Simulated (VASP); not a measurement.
Data:

```
CELL_PARAMETERS angstrom
      1.55045    -2.68545     0.00000
      1.55045     2.68545     0.00000
      0.00000     0.00000     3.43538
ATOMIC_POSITIONS crystal
  Hf 0.00000 0.00000 0.00000
  B  0.33333 0.66667 0.50000
  B  0.66667 0.33333 0.50000
```

These are LDA (Ceperley-Alder, Perdew-Zunger), VASP's LDA PAW potentials (set 64) (plane waves; VASP) values and carry that method's errors. Settings: 520 eV cut-off, Gaussian smearing of 0.050 eV, potentials Hf_pv B.

Question: Give the energies of bands 5 to 11 at the high-symmetry points, in eV from the Fermi level.

Answer: 
```json
[
 {"band": "5", "Γ": "-3.30", "M": "-9.06", "K": "-8.35", "A": "-8.63", "L": "-7.60", "H": "-9.37"},
 {"band": "6", "Γ": "-3.17", "M": "-4.45", "K": "-8.08", "A": "-1.38", "L": "-5.28", "H": "-5.66"},
 {"band": "7", "Γ": "-3.17", "M": "-3.62", "K": "-2.87", "A": "-1.38", "L": "-5.01", "H": "-3.29"},
 {"band": "8", "Γ": "-2.87", "M": "-3.18", "K": "-2.87", "A": "0.10", "L": "-2.67", "H": "-3.29"},
 {"band": "9", "Γ": "3.94", "M": "2.04", "K": "1.58", "A": "0.10", "L": "4.10", "H": "4.48"},
 {"band": "10", "Γ": "3.94", "M": "2.59", "K": "1.58", "A": "0.79", "L": "4.17", "H": "5.47"},
 {"band": "11", "Γ": "4.61", "M": "5.66", "K": "3.32", "A": "0.79", "L": "6.29", "H": "7.12"}
]
```

It has no gap at this level: it comes out as a metal or semimetal.

The compound is HfB2 in the AlB2 type structure. It was relaxed first.
